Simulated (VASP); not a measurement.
Given:

```
CELL_PARAMETERS angstrom
      0.00000     2.59844     2.59844
      2.59844     0.00000     2.59844
      2.59844     2.59844     0.00000
ATOMIC_POSITIONS crystal
  Mg 0.00000 0.00000 0.00000
  S  0.50000 0.50000 0.50000
```

All values below come from rev-vdW-DF2, VASP's PBE PAW potentials (set 64) (plane waves; VASP 6.6.1). Settings: 520 eV cut-off, Gaussian smearing of 0.050 eV, potentials Mg S.

**Question.** Give the energies of bands 2 to 7 at the high-symmetry points, in eV from the valence-band maximum.

**Answer.** 
```tsv
band	Γ	X	U	L	W
2	0.00	-4.20	-3.70	-4.84	-3.23
3	0.00	-1.69	-3.19	-0.59	-3.23
4	0.00	-1.69	-1.37	-0.59	-2.37
5	3.76	2.78	3.92	4.58	5.25
6	7.96	4.42	6.73	6.91	8.00
7	7.96	12.06	9.71	6.91	8.00
```

The gap is indirect, 2.78 eV, from the valence maximum at Γ to the conduction minimum at X.

The compound is MgS in the rock salt structure. It was relaxed first.
